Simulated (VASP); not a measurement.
Computed with r2SCAN meta-GGA, VASP's PBE PAW potentials (set 64) (plane waves; VASP 6.6.1).

The input files of a VASP run:

### INCAR
```
SYSTEM = BN
PREC = Accurate; ENCUT = 520; LREAL = .False.
LASPH = .True.
EDIFF = 1E-7; NELM = 100; ALGO = Normal
LMIXTAU = .True.
ISMEAR = 0; SIGMA = 0.05
METAGGA = R2SCAN
ISIF = 2
LWAVE = .False.; LCHARG = .False.
```

### KPOINTS
```
K-points
0
G
 12 12 12
0 0 0
```

### POSCAR
```
BN
1.0
  0.0000000000   1.8420058604   1.8420058604
  1.8420058604   0.0000000000   1.8420058604
  1.8420058604   1.8420058604   0.0000000000
B N
1 1
Direct
  0.0000000000   0.0000000000   0.0000000000
  0.2500000000   0.2500000000   0.2500000000
```

POTCAR, in this order: B N (PBE.64 set). Program: vasp_std.

Q: Predict the energy per atom (σ→0), pressure, band gap (on the k-mesh).

A: 
```json
{
 "energy per atom (σ→0)": "-9563 meV/atom",
 "band gap (on the k-mesh)": "4.90 eV",
 "pressure": "-20.52 GPa"
}
```

### OSZICAR
```
...
DAV:  13    -0.191260783597E+02    0.24172E-03   -0.79107E-05  1240   0.101E-01    0.851E-03
DAV:  14    -0.191261284725E+02   -0.50113E-04   -0.91851E-06  1192   0.384E-02    0.540E-03
DAV:  15    -0.191261129652E+02    0.15507E-04   -0.20043E-06  1288   0.199E-02    0.206E-03
DAV:  16    -0.191261184222E+02   -0.54570E-05   -0.55864E-07  1384   0.949E-03    0.115E-03
DAV:  17    -0.191261160499E+02    0.23723E-05   -0.98813E-08   608   0.397E-03    0.864E-04
DAV:  18    -0.191261173499E+02   -0.13001E-05   -0.57313E-08   576   0.225E-03    0.305E-04
DAV:  19    -0.191261173176E+02    0.32297E-07   -0.73199E-09   576   0.872E-04
   1 F= -.19126117E+02 E0= -.19126117E+02  d E =-.604670E-19
```

The compound is BN in the zinc blende structure. This cell is one point of a volume scan, at 1.06 of the reference volume.
